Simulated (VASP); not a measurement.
Energy against volume of CsBr (CsCl type). These are MS2 meta-GGA, VASP's PBE PAW potentials (set 64) (plane waves; VASP 6.6.1) values and carry that method's errors. Numerical set-up: 520 eV cut-off, 6×6×6 Γ-centred mesh, Gaussian smearing of 0.050 eV, potentials Cs_sv Br.

```
V (Å³/atom)  E (eV/atom)
-----------  -----------
39.262          -0.88622
40.476          -0.88830
41.690          -0.88699
42.904          -0.88288
```

Question: Fit these four points and predict the energy of the run at 38.047 Å³/atom.

Answer: A cubic in V^(−2/3), the third-order Birch-Murnaghan form, passes through the four points with V0 = 40.58 Å³/atom and B0 = 15 GPa, and gives -0.8800 eV/atom there. The run gave -0.8801 eV/atom, -0.1 meV/atom from the fit; all five points give B0 = 15 GPa.

The compound is CsBr in the CsCl type structure. It was relaxed first.
